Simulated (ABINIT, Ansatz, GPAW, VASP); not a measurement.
# One structure in several programs: Ni₃Sn₄ (C2/m, 7 atoms in the cell)

Self-consistent single point.

```yaml
crystal:
  lattice:
    - [6.10508, -2.02729, 0.00000]
    - [6.10508, 2.02729, 0.00000]
    - [-1.34749, 0.00000, 5.01816]
  atoms:
    - { symbol: Ni, position: [0.00000, 0.00000, 0.00000] }
    - { symbol: Ni, position: [0.78416, 0.78416, 0.66356] }
    - { symbol: Ni, position: [0.21584, 0.21584, 0.33644] }
    - { symbol: Sn, position: [0.57265, 0.57265, 0.31357] }
    - { symbol: Sn, position: [0.42735, 0.42735, 0.68643] }
    - { symbol: Sn, position: [0.82788, 0.82788, 0.18744] }
    - { symbol: Sn, position: [0.17212, 0.17212, 0.81256] }
```

All programs got the same cell, k-point mesh and kind of occupations (in Ansatz's words: kpoints.mp_grid.grid = 4 4 3; scf.occupations.method = fermi_dirac; scf.occupations.width = 0.1 eV); potentials, basis and cutoffs are each program's usual ones.

```
code                                                    model  pressure (GPa)  largest force (eV/Å)   cutoff
------  -----------------------------------------------------  --------------  --------------------  -------
GPAW    PBEsol, GPAW PAW datasets PBEsol (made by gpaw-setup)           -1.85                 0.082   850 eV
Ansatz                        PBEsol, PAW files made with PBE           -1.81                 0.114  default
ABINIT     PBEsol, PAW (JTH v2.0 PBE PAW, files made for PBE)           -5.20                 0.107    30 Ha
VASP               PBEsol, VASP's PBE PAW potentials (set 64)           -2.11                 0.109   300 eV
```

Size of the force on each atom (eV/Å): Sizes of forces hide their directions.

```tsv
code	Ni1	Ni2	Ni3	Sn4	Sn5	Sn6	Sn7
GPAW	0.000	0.034	0.034	0.082	0.082	0.081	0.081
Ansatz	0.000	0.044	0.044	0.114	0.114	0.090	0.090
ABINIT	0.000	0.039	0.039	0.107	0.107	0.096	0.096
VASP	0.000	0.042	0.042	0.109	0.109	0.093	0.093
```

The spread over the programs that give each value: pressure within 3.39 GPa; largest force within 0.032 eV/Å.

The starting cell comes from a database of computed structures (which also holds hypothetical and non-ambient phases and stackings), without a prior relaxation at this level. On Ansatz's run: Spin polarisation is off. Without a gap this mesh is coarse (it stands for a supercell whose shortest vector is 16 Å).

Q: Why do the programs differ, and what cannot be compared?

A: Differences of this kind can come from the potentials, where these differ, and from what each basis and cutoff leave unconverged. The valence holds different numbers of electrons (GPAW 104, Ansatz (a program for electronic structure) 110, ABINIT 110, VASP 86). The zero of total energies and Fermi levels follows the potentials and each program's conventions, so they are not compared here. Ansatz's pressure is given at a fixed set of plane waves, as the other plane-wave codes print theirs. In the pressure, ABINIT (by 3.22) lies more than 1 GPa from the median of the plane-wave programs.

The shared mesh is coarse (it stands for a supercell whose shortest vector is 16 Å), so the values are not converged in it.

VASP's run is marked for a possible Pulay error in its stress at this cutoff; no cutoff test was made.

Left out of this page: Quantum ESPRESSO, CP2K, Elk, FLEUR and SIESTA (not drawn, or without a comparable value).

Keys are those of Ansatz 0.2.
